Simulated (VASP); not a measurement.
Here is the system:

```yaml
crystal:
  lattice:
    - [0.00000, 1.78160, 1.78160]
    - [1.78160, 0.00000, 1.78160]
    - [1.78160, 1.78160, 0.00000]
  atoms:
    - { symbol: C, position: [0.50000, 0.50000, 0.50000] }
    - { symbol: C, position: [0.75000, 0.75000, 0.75000] }
```

Computed with r2SCAN meta-GGA, VASP's PBE PAW potentials (set 64) (plane waves; VASP 6.6.1). Numerical set-up: 520 eV cut-off, 14×14×14 Γ-centred mesh, tetrahedra with Blöchl corrections, potentials C.

Give the energies of bands 2 to 7 at the high-symmetry points, in eV from the valence-band maximum.

```csv
band,Γ,X,U,L,W
2,0.00,-13.61,-12.51,-14.08,-12.83
3,0.00,-6.68,-9.77,-2.98,-8.74
4,0.00,-6.68,-5.69,-2.98,-8.74
5,5.84,5.00,5.97,8.89,11.27
6,5.84,5.00,11.34,8.89,11.27
7,5.84,17.92,15.25,9.17,12.95
```

The gap is indirect, 4.33 eV, from the valence maximum at Γ to the conduction minimum at (0.36, 0.36, 0.00).

The structure comes from a computed database's C entry (Fd-3m); how it stands against other phases isn't given here. It was relaxed first.
